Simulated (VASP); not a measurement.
Input for VASP

KPOINTS:
```
Automatic mesh
0
Gamma
8 8 8
0 0 0
```

### POSCAR
```
AuAl2
1.0
  0.0000000000   2.9969730378   2.9969730378
  2.9969730378   0.0000000000   2.9969730378
  2.9969730378   2.9969730378   0.0000000000
Al Au
2 1
Direct
  0.2500000000   0.2500000000   0.2500000000
  0.7500000000   0.7500000000   0.7500000000
  0.0000000000   1.0000000000   0.0000000000
```

**INCAR**
```
ALGO = Normal
EDIFF = 1E-7
EDIFFG = -0.01
ENCUT = 480
GGA = PS
IBRION = 2
ISIF = 3
ISMEAR = 1
LASPH = T
LCHARG = F
LMAXMIX = 6
LREAL = F
LWAVE = F
NELM = 100
NSW = 40
PREC = Accurate
PSTRESS = 200
SIGMA = 0.1
SYSTEM = AuAl2
```

POTCAR, in this order: Al Au (PBE.64 set). Program: vasp_std.

**Question.** Write an equivalent input for Quantum ESPRESSO's pw.x.

**Answer.** One equivalent input (not run):
```
&CONTROL
  calculation = 'vc-relax'
  pseudo_dir = './pseudo'
  outdir = './out'
  tprnfor = .true.
  tstress = .true.
  nstep = 40
  forc_conv_thr = 0.00039
/
&SYSTEM
  ibrav = 0
  nat = 3
  ntyp = 2
  ecutwfc = 76
  occupations = 'smearing'
  smearing = 'methfessel-paxton'
  degauss = 0.00735
  input_dft = 'pbesol'
/
&ELECTRONS
  conv_thr = 7.3e-09
  electron_maxstep = 100
/
&IONS
/
&CELL
  press = 200
/
ATOMIC_SPECIES
  Al 26.982 Al.upf
  Au 196.967 Au.upf
CELL_PARAMETERS angstrom
     0.0000000    2.9969730    2.9969730
     2.9969730    0.0000000    2.9969730
     2.9969730    2.9969730   -0.0000000
ATOMIC_POSITIONS crystal
  Al   0.2500000  0.2500000  0.2500000
  Al   0.7500000  0.7500000  0.7500000
  Au   0.0000000  1.0000000  0.0000000
K_POINTS automatic
  8 8 8 0 0 0
```
What does not carry over: the potentials are each code's own (VASP's PAW set, PseudoDojo norm-conserving files in pw.x), so ENCUT and ecutwfc are chosen apart and not converted; conv_thr bounds pw.x's estimated SCF error, while EDIFF bounds the energy change between steps; forc_conv_thr acts on force components and is met together with etot_conv_thr.

The compound is AuAl2 in the fluorite structure. This run relaxes it under an external pressure of 20 GPa. Symmetry was kept, so distortions that lower it aren't found.
